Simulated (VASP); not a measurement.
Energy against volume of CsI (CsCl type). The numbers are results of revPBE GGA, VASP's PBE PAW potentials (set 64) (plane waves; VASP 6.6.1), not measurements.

```
V (Å³/atom)  E (eV/atom)
-----------  -----------
52.830          -2.54097
54.516          -2.54510
56.202          -2.54657
57.888          -2.54579
59.574          -2.54313
```

**Question.** Fit a third-order Birch-Murnaghan equation of state.

**Answer.** 
```
Quantity                                         Result
---------------------------------------  --------------
volume per atom                          56.41 Å^3/atom
bulk modulus                                    7.0 GPa
pressure derivative of the bulk modulus            4.83
lattice constant a                            0.4832 nm
```

The compound is CsI in the CsCl type structure. It was relaxed first, which changed the volume by +18 %.
